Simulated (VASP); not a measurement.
Given:

```xyz
2
Lattice="0.0000 2.2320 2.2320 2.2320 0.0000 2.2320 2.2320 2.2320 0.0000" Properties=species:S:1:pos:R:3 pbc="T T T"
Ga     0.0000     0.0000     0.0000
N      1.1160     1.1160     1.1160
```

Level of theory: LDA (Ceperley-Alder, Perdew-Zunger), VASP's LDA PAW potentials (set 64) (plane waves; VASP). Run with 520 eV cut-off, 18×18×18 Γ-centred mesh, Gaussian smearing of 0.010 eV, potentials Ga_d N.

Estimate the energy per atom (σ→0), band gap (on the k-mesh) with the smallest direct gap where there is one.

```json
{
 "band gap (on the k-mesh)": "1.93 eV",
 "smallest direct gap (on the k-mesh)": "1.93 eV",
 "energy per atom (σ→0)": "-6.972 eV/atom"
}
```

Only differences to runs with the same potentials and settings are physical.

The compound is GaN in the zinc blende structure, a metastable form; wurtzite is the usual one. It was relaxed first.
